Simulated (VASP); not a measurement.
An input for Quantum ESPRESSO's pw.x (written as the equivalent of a VASP run, and not itself run):

```
&CONTROL
  calculation = 'vc-relax'
  pseudo_dir = './pseudo'
  outdir = './out'
  tprnfor = .true.
  tstress = .true.
  nstep = 50
  forc_conv_thr = 0.00039
/
&SYSTEM
  ibrav = 0
  nat = 1
  ntyp = 1
  ecutwfc = 72
  occupations = 'smearing'
  smearing = 'gaussian'
  degauss = 0.00735
  input_dft = 'pz'
/
&ELECTRONS
  conv_thr = 7.3e-08
  electron_maxstep = 100
/
&IONS
/
&CELL
/
ATOMIC_SPECIES
  K 39.098 K.upf
CELL_PARAMETERS angstrom
    -2.7245360    2.7245360    2.7245360
     2.7245360   -2.7245360    2.7245360
     2.7245360    2.7245360   -2.7245360
ATOMIC_POSITIONS crystal
  K    0.0000000  0.0000000  0.0000000
K_POINTS automatic
  7 7 7 0 0 0
```

Task: Write the VASP files for the same calculation (LDA).

Result: Several could match; the one computed here: 
**INCAR**
```
SYSTEM=K
PREC=Accurate; ENCUT=300; LREAL=.FALSE.
LASPH=.TRUE.
EDIFF=1E-6; NELM=100; ALGO=Normal
ISMEAR=0; SIGMA=0.1
IBRION=2; NSW=50; ISIF=3
EDIFFG=-0.01
LWAVE=.FALSE.; LCHARG=.FALSE.
```

File POSCAR:
```
K
1.0
 -2.7245360000   2.7245360000   2.7245360000
  2.7245360000  -2.7245360000   2.7245360000
  2.7245360000   2.7245360000  -2.7245360000
K
1
Cartesian
  0.0000000000   0.0000000000   0.0000000000
```

### KPOINTS
```
Automatic mesh
0
Gamma
7 7 7
0 0 0
```

POTCAR, in this order: K_sv (LDA.64 set). Program: vasp_std.

The two are equivalent in intent, not identical: the potentials are each code's own (VASP's PAW set, PseudoDojo norm-conserving files in pw.x), so ENCUT and ecutwfc are chosen apart and not converted; conv_thr bounds pw.x's estimated SCF error, while EDIFF bounds the energy change between steps; forc_conv_thr acts on force components and is met together with etot_conv_thr.

The structure comes from a computed database's K entry; how it stands against other phases isn't given here. This run relaxes it. Symmetry was kept, so distortions that lower it aren't found. The run is one of a series of settings (EDIFFG = -0.01, IBRION = 2, ISIF = 3, NSW = 50 against the base run), some of them coarse on purpose.
